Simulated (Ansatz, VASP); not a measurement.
Two plane-wave programs on GaC2

```
Ga C
1.0
     2.49255    0.00000    0.00000
     0.00000    2.49255    0.00000
     0.00000    0.00000    9.06101
Ga C
2 4
Direct
  0.50000 0.00000 0.22861
  0.00000 0.50000 0.77139
  0.00000 0.00000 0.00000
  0.50000 0.50000 0.00000
  0.50000 0.00000 0.48870
  0.00000 0.50000 0.51130
```

Alike in both runs: functional PBE; k mesh 6 × 6 × 4; occupations gaussian, width 0.1 eV; no spin polarisation.

Ansatz relaxed the structure, and its values are those at the end. VASP's run is a single point on that final structure, the one shown.

|  | VASP | Ansatz |
| --- | --- | --- |
| version | VASP 6.6.1 | Ansatz 0.2.0 |
| potentials or method | VASP PAW PBE potentials, release 64 (Ga_d, C) | scalar-relativistic, plane waves, PAW |
| plane-wave cutoff (eV) | 520 | 420 |
| valence electrons in the cell | 42 | 42 |

|  | VASP | Ansatz | Ansatz less VASP |
| --- | --- | --- | --- |
| gap on the k mesh at the Fermi level (eV) | none | none | - |
| pressure (GPa) | 0.4 | 0.1 | -0.30 |
| rms of the force components (eV/Å) | 0.005 | 0.001 | -0.0039 |

A gap of «none» marks a metal or a gap that the smearing closes.

Caveats: the k mesh is coarse (spacing up to 0.42 Å⁻¹), so the values aren't converged.
